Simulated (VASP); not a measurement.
**BaY: single point with PBE**

BaY:

```
CELL_PARAMETERS angstrom
4.45878 0.00000 0.00000
0.00000 4.45878 0.00000
0.00000 0.00000 5.84120
ATOMIC_POSITIONS crystal
Ba 0.50000 0.00000 0.30000
Ba 0.00000 0.50000 0.70000
Y 0.00000 0.00000 0.00000
Y 0.50000 0.50000 0.00000
```

The cell was built by a generator and needn't be a form met in nature.

```
Program             : VASP 6.6.1
Task                : single point
Functional          : PBE
Potentials or basis : VASP PAW PBE potentials, release 64 (Ba_sv, Y_sv)
Cutoff              : 520 eV
k mesh              : 6 × 6 × 5
Occupations         : fermi-dirac, width 0.05 eV
Spin                : no spin polarisation
```

The pressure is 17.8 GPa, the largest force is 3.541 eV/Å and the band gap on the k mesh is none (metal or under the smearing width).

Forces in eV/Å, atoms in the order of the input:
```
Ba   0.000  0.000  3.541
Ba   0.000  0.000 -3.541
Y    0.000  0.000  0.000
Y    0.000  0.000  0.000
```

Stress tensor (GPa, compression positive):
```
20.72  0.00  0.00
 0.00 20.72  0.00
 0.00  0.00 11.95
```

Levels at points of the mesh, in eV from the Fermi level:
| k point | band 17 | band 18 | band 19 | band 20 | band 21 | band 22 | band 23 | band 24 | band 25 | band 26 |
| --- | --- | --- | --- | --- | --- | --- | --- | --- | --- | --- |
| (0.00, 0.00, 0.00) | -2.97 | -2.53 | -1.84 | -1.43 | -1.29 | 0.53 | 0.53 | 1.50 | 1.50 | 2.59 |
| (0.50, 0.00, 0.00) | -1.35 | -1.35 | -0.73 | -0.73 | -0.28 | -0.28 | 0.85 | 0.85 | 1.00 | 1.00 |
| (0.50, 0.50, 0.00) | -1.83 | -1.83 | -1.72 | -1.72 | 1.69 | 1.69 | 1.87 | 1.87 | 2.15 | 2.15 |

It took 53 s on 1 thread of Intel(R) Xeon(R) 6975P-C (Granite Rapids), on a shared host, peak memory 0.3 GiB.

Caveat: so large a pressure means that the cell lies far from this level's equilibrium, or that cutoff or potentials fall short; forces of over 1 eV/Å show positions far from the minimum, so gaps and moduli don't describe the material at rest. The run has no spin-orbit coupling, so splittings on Ba are missing.
